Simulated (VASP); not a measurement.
VASP ran on this input.

### INCAR
```
ALGO=Normal
EDIFF=1E-7
EDIFFG=-0.01
ENCUT=480
GGA=PE
IBRION=2
ISIF=3
ISMEAR=1
LASPH=.True.
LCHARG=.False.
LMAXMIX=6
LREAL=.False.
LWAVE=.False.
NELM=100
NSW=40
PREC=Accurate
PSTRESS=50
SIGMA=0.1
SYSTEM=Pt3Ti
```

POSCAR:
```
Pt3Ti
1
    3.9452998469     0.0000000000     0.0000000000
    0.0000000000     3.9452998469     0.0000000000
    0.0000000000     0.0000000000     3.9452998469
Ti Pt
1 3
Direct
  0.0000000000   0.0000000000   0.0000000000
  0.0000000000   0.5000000000   0.5000000000
  0.5000000000   0.0000000000   0.5000000000
  0.5000000000   0.5000000000   0.0000000000
```

File KPOINTS:
```
Automatic mesh
0
G
  8 8 8
```

POTCAR, in this order: Ti_sv Pt (PBE.64 set). Program: vasp_std.

Write an equivalent input for Quantum ESPRESSO's pw.x.

One equivalent input (not run):
```
&CONTROL
  calculation = 'vc-relax'
  pseudo_dir = './pseudo'
  outdir = './out'
  tprnfor = .true.
  tstress = .true.
  nstep = 40
  forc_conv_thr = 0.00039
/
&SYSTEM
  ibrav = 0
  nat = 4
  ntyp = 2
  ecutwfc = 84
  occupations = 'smearing'
  smearing = 'methfessel-paxton'
  degauss = 0.00735
  input_dft = 'pbe'
/
&ELECTRONS
  conv_thr = 7.3e-09
  electron_maxstep = 100
/
&IONS
/
&CELL
  press = 50
/
ATOMIC_SPECIES
  Ti 47.867 Ti.upf
  Pt 195.084 Pt.upf
CELL_PARAMETERS angstrom
     3.9452998    0.0000000    0.0000000
     0.0000000    3.9452998    0.0000000
     0.0000000    0.0000000    3.9452998
ATOMIC_POSITIONS crystal
  Ti   0.0000000  0.0000000  0.0000000
  Pt   0.0000000  0.5000000  0.5000000
  Pt   0.5000000  0.0000000  0.5000000
  Pt   0.5000000  0.5000000  0.0000000
K_POINTS automatic
  8 8 8 0 0 0
```
The two are equivalent in intent, not identical: the potentials are each code's own (VASP's PAW set, PseudoDojo norm-conserving files in pw.x), so ENCUT and ecutwfc are chosen apart and not converted; conv_thr bounds pw.x's estimated SCF error, while EDIFF bounds the energy change between steps; forc_conv_thr acts on force components and is met together with etot_conv_thr.

The compound is Pt3Ti in the L1_2 structure. This run relaxes it under an external pressure of 5 GPa. Symmetry was kept, so distortions that lower it aren't found.
